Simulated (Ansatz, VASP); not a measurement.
# Cross-check of Te (Tellurium) between VASP and Ansatz, part 2 of 2

Aim: how closely do two programs agree when they are given the same cell, functional and k mesh? The cell is taken from a series of runs on this material, whose earlier steps may have relaxed, scaled, displaced or heated it; both programs get it as it stands.

VASP 6.6.1 and Ansatz 0.2.0.

So far: Set-up; VASP: zone-centre phonons, PBEsol.

### Step 3. Ansatz: zone-centre phonons, PBEsol

Level of this step: Ansatz beside VASP: Kohn-Sham DFT, plane waves, PBEsol (Ansatz).

Ansatz runs on its default PAW (the set named soft_2) files.

The same cell, functional, mesh and smearing now go to Ansatz, which takes its cutoff from its data sets.

Input file input.yaml:

```yaml
crystal:
  lattice:
    - [4.454, 0.0, 0.0]
    - [-2.227, 3.8572771485, 0.0]
    - [0.0, 0.0, 5.924]
  atoms:
    - { symbol: Te, position: [0.2733015734, 0.0, 0.3333333333] }
    - { symbol: Te, position: [0.0, 0.2733015734, 0.6666666667] }
    - { symbol: Te, position: [0.7266984266, 0.7266984266, 0.0] }
kpoints:
  mp_grid: { grid: [9, 9, 6] }
hamiltonian:
  xc: pbesol
scf:
  occupations: { method: gaussian, width: 0.01 }
output:
  eigenvalues: true
phonons:
  method: dfpt
```

Started as:

```console
> ansatz run input.yaml --threads 8 --pin off --max-ram 14336MiB --backend cpu --events-out ev --progress --plain --runs-dir out
```

Numbers of over 12 decimals in the logs are rounded to 6 here.

Log:

```text
zone centre: on kpoints.mp_grid the ground state, and the responses unless they are solved on pairs of k-points, stand on 140 of the mesh's 486 k-points, reduced under 2 symmetry operations, with k and −k counted as one. Each operation leaves every solved displacement unchanged or reverses it
Engine: ansatz 0.2.0, x86_64-unknown-linux-gnu
Pseudopotentials: kind: paw
Pseudopotential: Te, paw, valence charge 16, recommended cutoff 420 eV (normal), Te.paw.azcp
Functional definition: PBEsol
  exchange = pbesol_x
  correlation = pbesol_c
Crystal: 3 atoms, lattice volume = 101.776 Å³
Basis set: ecut = 420 eV, 1993 PW (Γ), exchange–correlation on 60×60×96 points (8 copies of the dense FFT grid, shifted against one another)
Bands: 29, of which v1, the nominal top of the filled ones, is band 24 counted from 1 (23 counted from 0)
Symmetry: 6 space group operations
k-points: 140 of 486 (irreducible under 2 space group operations, time reversal used)
Non-local potential: Te, projectors of the file, l = 0: 2, l = 1: 2, l = 2: 2, l = 3: 2
PAW form: soft (Blöchl's): semilocal exchange-correlation on the pseudo side does not see the compensation charge
PAW frozen core: Te, regenerated for the run's functional, and the local potential with it (the file was generated under x = pbe(κ = 0.804, μ = 0.219515), c = pbe(β = 0.066725))
PAW one-centre angular grid: Te, 590 points (default); XC on 64 Gauss nodes
Initial density: superposition of atomic densities (neutral atoms: chi_scale 0, normalization atom), corrected by the library's trained network
Initial wavefunctions: pseudopotential atomic-orbital guess
Functional: x = pbesol(κ = 0.804, μ = 0.123457), c = pbesol(β = 0.046)
SCF iter   1: F=—  HF=-20704.511890 eV  |F-HF|=—  |Δ(HF+E_count)|=         —  Δρ=1.81e-3  dr2=2.63e-3  ethr=1.77e-3  ⟨swp⟩=8.2  Hψ=19155  notcnv=0
preconditioner: auto → Resta (q_TF=auto, 2.407 Å⁻¹)  ε∞=4.3  [insulator: Δε(μ)=0.156 eV  Ē_g=8.580 eV  σ=0.010 eV  W_gap=1.00  n_scr=22 (ndim 8)  ℏωp=15.6 eV  f_vac=0.027  D(μ)=0.00/eV (n_scr^D=0)  ε∞_Penn≈4.3]
SCF iter   2: F=—  HF=-20704.508607 eV  |F-HF|=—  |Δ(HF+E_count)|=   3.28e-3  Δρ=1.07e-3  dr2=9.05e-4  ethr=5.48e-6  ⟨swp⟩=2.7  Hψ=7540  notcnv=0  defer=140
SCF iter   3: F=—  HF=-20704.508820 eV  |F-HF|=—  |Δ(HF+E_count)|=   2.13e-4  Δρ=3.10e-4  dr2=9.93e-5  ethr=1.89e-6  ⟨swp⟩=2.0  Hψ=7840  notcnv=0  defer=140
SCF iter   4: F=—  HF=-20704.508785 eV  |F-HF|=—  |Δ(HF+E_count)|=   3.53e-5  Δρ=1.36e-4  dr2=2.78e-5  ethr=2.07e-7  ⟨swp⟩=2.0  Hψ=7277  notcnv=0  defer=140
SCF iter   5: F=—  HF=-20704.508805 eV  |F-HF|=—  |Δ(HF+E_count)|=   2.05e-5  Δρ=2.66e-5  dr2=1.01e-6  ethr=5.79e-8  ⟨swp⟩=2.0  Hψ=4957  notcnv=0  defer=140
SCF iter   6: F=—  HF=-20704.508809 eV  |F-HF|=—  |Δ(HF+E_count)|=   4.05e-6  Δρ=9.03e-6  dr2=6.64e-8  ethr=2.11e-9  ⟨swp⟩=2.0  Hψ=7280  notcnv=0  defer=140
SCF iter   7: F=—  HF=-20704.508809 eV  |F-HF|=—  |Δ(HF+E_count)|=   7.68e-8  Δρ=1.47e-6  dr2=1.92e-9  ethr=1.38e-10  ⟨swp⟩=2.0  Hψ=7280  notcnv=0  defer=140
SCF iter   8: F=—  HF=-20704.508809 eV  |F-HF|=—  |Δ(HF+E_count)|=   2.90e-9  Δρ=1.64e-7  dr2=2.31e-11  ethr=4.01e-12  ⟨swp⟩=3.0  Hψ=7294  notcnv=0  defer=140
SCF iter   9: F=-20704.508809 eV  HF=-20704.508809 eV  |F-HF|=3.64e-12  |Δ(HF+E_count)|=  2.55e-11  Δρ=2.16e-8  dr2=5.02e-13  ethr=1.00e-12  ⟨swp⟩=10.3  Hψ=19691  notcnv=0
SCF 1 converged in 9 iterations: F = -20704.508809 eV  dr2 = 5.02e-13
  greatest PAW one-centre occupation: 0.998 electrons in one spin orbital (limit 2), on the Te atom at site 1 (counted from 0), in its partial waves of l = 2
DFPT response loops at Γ: preconditioner auto → Resta (q_TF=auto, 2.407 Å⁻¹)  ε∞=19.8 (no band partly filled); β = 1.00, the filter's whole step (`scf.mixing.beta` (0.50) is not read by the response loops at its default; to damp them type it under 1.00, their step now; it binds the ground state too); Broyden in place of MSR1
SCF converged after 9 iterations
Free energy (F): -20704.508809 eV
Harris-Foulkes:  -20704.508809 eV  (|F-HF|=3.64e-12)
Internal energy: -20704.508809 eV  (E = F + TS)
E sigma→0 (E₀):  -20704.508809 eV
Fermi energy:    8.722982 eV
--- Per-component energies (eV) ---
  E_band       = -802.572396
  E_kinetic    = 540.679397
  E_local      = -3816.699996  (includes V_loc(G=0)·N_el)
  E_nonlocal   = -924.205187
  E_hartree    = 2424.025288
  E_xc         = -369.436777
  E_vxc        = -311.474592  (∫ρ·V_xc dr)
  E_paw        = -13752.967649  (= ΣΔE_a)
  E_vpaw       = -1138.922055  (= ΣTr[D̂ρ^β])
  E_aug_tail   = -0.000552  (compensation charges beyond the density's cutoff)
  E_ewald      = -4807.027779
  E_core_change = 1.124446  (= ΣΔE_core)
  E_smearing   = -0.000000  (= −TS)
  E_closure    = -0.000000  (closes the sum)
  Σ components = -20704.508809   (vs F -20704.508809, Δ=0.00e0)
--- Band table (eV; the first three rows and the last of 140) ---
  k-point 0: bands = [... 20 lower, 5.9170, 6.9376, 6.9376, 7.7147, 9.6261, 9.6261, 10.1819, 13.5805, ... 1 higher]
  k-point 1: bands = [... 20 lower, 6.1220, 7.0483, 7.0498, 7.7217, 9.4174, 9.4700, 9.8996, 13.1683, ... 1 higher]
  k-point 2: bands = [... 20 lower, 6.1064, 7.2403, 7.3572, 7.7260, 9.0754, 9.1769, 9.3545, 12.7622, ... 1 higher]
  k-point 139: bands = [... 20 lower, 4.4466, 7.0498, 7.3800, 8.1404, 9.3981, 10.5534, 10.5963, 13.3788, ... 1 higher]
--- Phonons (Γ-DFPT): 3 representative perturbations + reference, on 140 of 486 k-points (Σ response iterations 9) ---
  k mesh reduced under 2 symmetry operations, with k and −k counted as one. Each operation leaves every solved displacement unchanged or reverses it
  ASR residual: 1.992e-5 → 0.000e0 eV/Å²; symmetrization residual: 2.467e-5 eV/Å²
  ASR residual per site (eV/Å²): 1.99e-5 1.99e-5 1.99e-5
  Γ frequencies (cm⁻¹): 0.00 0.00 0.00 80.81 80.81 85.75 104.34 127.55 127.55
  non-analytic LO–TO correction: not included (Born effective charges unavailable; polar crystals: no LO–TO splitting at Γ)
```

The column dr2 measures how far the density is from self-consistency, as an energy; F and HF (Harris–Foulkes) agree once it is small.

### Step 4. Differences

Known differences besides the potentials themselves: the data sets hold 48 valence electrons in Ansatz (on its default PAW (the set named soft_2) files) and 18 in VASP; the cutoff is 420 eV in Ansatz and 500 eV in VASP; Ansatz makes its cores anew for this functional, VASP keeps those of its PBE data sets. Total energies have different zeros and are not compared.

Compared:

```
                  quantity  Ansatz   VASP  difference
optical mode 1 to 2 (cm⁻¹)    80.8   81.1     -0.39 %
     optical mode 3 (cm⁻¹)    85.8   85.9     -0.12 %
     optical mode 4 (cm⁻¹)   104.3  105.8     -1.39 %
optical mode 5 to 6 (cm⁻¹)   127.5  129.0     -1.09 %
```

Modes are paired by rising frequency, not by their patterns, so a pair may set unlike modes beside each other; they are those without the splitting of longitudinal modes.

### Step 5. Results

* r.m.s. difference of the optical zone-centre modes, each program's sorted by frequency (zone-centre phonons, PBEsol): 1.0 cm⁻¹
* difference in optical mode 4 (zone-centre phonons, PBEsol): -1.4 %

What this shows: The r.m.s. difference of the optical zone-centre modes, each program's sorted by frequency is 1.0 cm⁻¹ (zone-centre phonons, PBEsol). The data sets hold unlike numbers of valence electrons (48 in Ansatz and 18 in VASP), so part of the differences comes from the potentials. Among the rows given in per cent, the largest difference of the zone-centre phonons, PBEsol pair is in optical mode 4, -1.4 %. How closely two codes agree says nothing of how well the functional describes the real material.

[Lines on the potential files, build, host, timing and source positions are cut from VASP's logs without a mark.]

[Logs are printed without paths, hosts, clocks, repeated set-up lines and the standing remarks that a program may print on its own settings, such as how far it seeks lower states.]

[Hosts, paths, dates, database ids (printed as entryN), source tags and the programs' standing remarks are cut or masked in the printed files.]
